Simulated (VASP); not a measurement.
OSZICAR of a VASP run on HgTe (zinc blende):

File OSZICAR:
```
       N       E                     dE             d eps       ncg     rms          rms(c)
DAV:   1     0.110028266759E+03    0.11003E+03   -0.83131E+03   520   0.121E+03
DAV:   2    -0.637743122534E+00   -0.11067E+03   -0.10526E+03   575   0.268E+02
DAV:   3    -0.521629268042E+01   -0.45785E+01   -0.45581E+01   615   0.572E+01
DAV:   4    -0.526217105296E+01   -0.45878E-01   -0.45869E-01   716   0.532E+00
DAV:   5    -0.526239690846E+01   -0.22586E-03   -0.22585E-03   618   0.319E-01    0.798E+00
DAV:   6    -0.504930738195E+01    0.21309E+00   -0.50764E-01   595   0.108E+01    0.628E+00
DAV:   7    -0.503561479164E+01    0.13693E-01   -0.10648E-01   580   0.262E+00    0.221E+00
DAV:   8    -0.503288766350E+01    0.27271E-02   -0.11653E-02   545   0.150E+00    0.599E-01
DAV:   9    -0.503253251759E+01    0.35515E-03   -0.81215E-04   605   0.344E-01    0.145E-01
DAV:  10    -0.503252439534E+01    0.81223E-05   -0.71376E-05   595   0.875E-02    0.571E-02
DAV:  11    -0.503252613510E+01   -0.17398E-05   -0.19559E-05   598   0.475E-02    0.306E-02
DAV:  12    -0.503252497928E+01    0.11558E-05   -0.33634E-06   540   0.191E-02    0.141E-02
DAV:  13    -0.503252499027E+01   -0.10989E-07   -0.22424E-07   280   0.332E-03
   1 F= -.50325250E+01 E0= -.50324126E+01  d E =-.503252E+01
       N       E                     dE             d eps       ncg     rms          rms(c)
DAV:   1    -0.504319775694E+01   -0.10673E-01   -0.20950E-01   585   0.577E+00    0.752E-01
DAV:   2    -0.503377585148E+01    0.94219E-02   -0.25167E-02   560   0.245E+00    0.252E-01
DAV:   3    -0.503290127966E+01    0.87457E-03   -0.27178E-03   555   0.512E-01    0.243E-01
DAV:   4    -0.503276478518E+01    0.13649E-03   -0.30217E-04   560   0.158E-01    0.371E-02
DAV:   5    -0.503275005004E+01    0.14735E-04   -0.49499E-05   563   0.961E-02    0.347E-02
DAV:   6    -0.503274985018E+01    0.19986E-06   -0.86687E-06   530   0.294E-02
   2 F= -.50327499E+01 E0= -.50326374E+01  d E =-.224860E-03
       N       E                     dE             d eps       ncg     rms          rms(c)
DAV:   1    -0.503387173687E+01   -0.11217E-02   -0.21827E-02   585   0.187E+00    0.247E-01
DAV:   2    -0.503291985958E+01    0.95188E-03   -0.25200E-03   560   0.771E-01    0.843E-02
DAV:   3    -0.503282851268E+01    0.91347E-04   -0.27069E-04   555   0.165E-01    0.813E-02
DAV:   4    -0.503281366660E+01    0.14846E-04   -0.30144E-05   550   0.483E-02    0.129E-02
DAV:   5    -0.503281208620E+01    0.15804E-05   -0.50059E-06   525   0.301E-02    0.114E-02
DAV:   6    -0.503281204945E+01    0.36750E-07   -0.78982E-07   265   0.897E-03
   3 F= -.50328120E+01 E0= -.50326996E+01  d E =-.287059E-03
```

Which electronic solver shows in the log?

It is blocked Davidson (ALGO = Normal, or the opening steps of other solvers). The INCAR had ALGO = Normal.

Can the final energy be trusted as converged?

The calculation finished and met its thresholds. It stopped with EDIFF = 1E-6, NELM = 100, NSW = 60 and EDIFFG = -0.01 after 3 ionic steps (LDA (Ceperley-Alder, Perdew-Zunger), plane waves, VASP's LDA PAW potentials (set 64)).

The compound is HgTe in the zinc blende structure. This run relaxes it. Symmetry was kept, so distortions that lower it aren't found.
